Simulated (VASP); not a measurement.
Energy against volume of Ca (fcc). Calculation: RPBE GGA, VASP's PBE PAW potentials (set 64) (plane waves; VASP). Numerical set-up: 520 eV cut-off, 11×11×11 Γ-centred mesh, first-order Methfessel-Paxton smearing of 0.10 eV, potentials Ca_sv.

```json
[
 {"V (Å³/atom)": "43.068", "E (eV/atom)": "-1.74202"},
 {"V (Å³/atom)": "44.400", "E (eV/atom)": "-1.74419"},
 {"V (Å³/atom)": "45.732", "E (eV/atom)": "-1.74235"},
 {"V (Å³/atom)": "47.064", "E (eV/atom)": "-1.73701"}
]
```

### Question
Fit these four points and predict the energy of the run at 41.736 Å³/atom.

### Answer
A cubic in V^(−2/3), the third-order Birch-Murnaghan form, passes through the four points with V0 = 44.42 Å³/atom and B0 = 16 GPa, and gives -1.7353 eV/atom there. The run gave -1.7352 eV/atom, +0.0 meV/atom from the fit; all five points give B0 = 16 GPa.

The compound is Ca in the fcc structure. It was relaxed first.
